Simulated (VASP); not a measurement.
SrO (rock salt): computed properties

These are PBEsol GGA, VASP's PBE PAW potentials (set 64) (plane waves; VASP 6.6.1) values and carry that method's errors.

```json
{
 "space_group": "Fm-3m (225)",
 "cell": "a = 5.1340 Å, b = 5.1340 Å, c = 5.1340 Å, α = 90.00°, β = 90.00°, γ = 90.00°",
 "volume_per_atom": "16.91 Å³/atom",
 "band gap (over mesh and band path)": "3.15 eV",
 "smallest direct gap (over mesh and band path)": "3.24 eV",
 "band_edge_character_without_spin_orbit_coupling": "indirect, Γ to X",
 "band_gap_with_spin_orbit_coupling": "3.13 eV",
 "density": "5.09 g/cm³",
 "mean ε∞ (DFPT)": "3.89",
 "mean ε∞ (independent particles)": "4.05"
}
```

```
SrO
1.0
    0.00000     2.56698     2.56698
    2.56698     0.00000     2.56698
    2.56698     2.56698     0.00000
Sr O
1 1
Direct
  0.00000   0.00000   0.00000
  0.50000   0.50000   0.50000
```

Measured: a 5.160 Å at 300 K (computed value off by -0.5 %), as given by Juan A. Santana et al., The Journal of Chemical Physics (2016), arXiv:1608.06321. The calculation is for a static lattice, while the measured a holds thermal and zero-point effects, which are part of the difference.

The compound is SrO in the rock salt structure. It was relaxed first. Symmetry was kept, so distortions that lower it aren't found.
